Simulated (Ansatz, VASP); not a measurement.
**KMgH3: VASP beside Ansatz**

```
K Mg H
1.0
     4.02500    0.00000    0.00000
     0.00000    4.02500    0.00000
     0.00000    0.00000    4.12563
K Mg H
1 1 3
Direct
  0.00000 0.00000 0.00000
  0.50000 0.50000 0.50000
  0.00000 0.50000 0.50000
  0.50000 0.00000 0.50000
  0.50000 0.50000 0.00000
```

Change from the starting cell: strain +0.000 along x and y, +0.025 along z, atoms carried along.

Alike in both runs: task single point; functional LDA; k mesh 8 × 8 × 8; occupations gaussian, width 0.05 eV; no spin polarisation.

```csv
,VASP,Ansatz
version,VASP 6.6.1,Ansatz 0.2.0
potentials or method,"VASP PAW LDA potentials, release 64 (K_sv, Mg, H)","scalar-relativistic, plane waves, PAW"
plane-wave cutoff (eV),520,420
valence electrons in the cell,14,22
```

```csv
,VASP,Ansatz,Ansatz less VASP
gap on the k mesh at the Fermi level (eV),1.97,1.97,+0.005
least direct gap on the mesh (eV),4.05,4.05,-0.001
pressure (GPa),-3.9,-3.6,+0.27
largest component of the traceless stress (GPa),0.69,0.68,-0.004
```

The two sets of potentials don't hold the same shells in valence.

A k mesh can miss the band edges.
